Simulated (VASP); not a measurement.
```xyz
2
Lattice="0.0000 2.7518 2.7518 2.7518 0.0000 2.7518 2.7518 2.7518 0.0000" Properties=species:S:1:pos:R:3 pbc="T T T"
Mg     0.0000     0.0000     0.0000
Se     2.7518     2.7518     2.7518
```

Calculation: PBE GGA, VASP's PBE PAW potentials (set 64) (plane waves; VASP). Settings: 500 eV cut-off, 8×8×8 Γ-centred mesh, Gaussian smearing of 0.050 eV, potentials Mg Se.

Energy and stress use the plane-wave basis of the starting cell.

Problem. The ions, cell shape and volume at an external pressure of 5.0 GPa are relaxed. Predict the relaxed structure.

Solution. 
```xyz
2
Lattice="0.0000 2.6881 2.6881 2.6881 0.0000 2.6881 2.6881 2.6881 0.0000" Properties=species:S:1:pos:R:3 pbc="T T T"
Mg     0.0000     0.0000     0.0000
Se     2.6881     2.6881     2.6881
```
Space group Fm-3m (225), at a tolerance of 0.03 Å.

Problem. How do energy and volume change from the first to the last step?

Solution. The energy (σ→0) changes by +20.9 meV/atom and the volume by -6.8 %, in 3 ionic steps.

The compound is MgSe in the rock salt structure. This run relaxes it under an external pressure of 5 GPa. Symmetry was kept, so distortions that lower it aren't found.
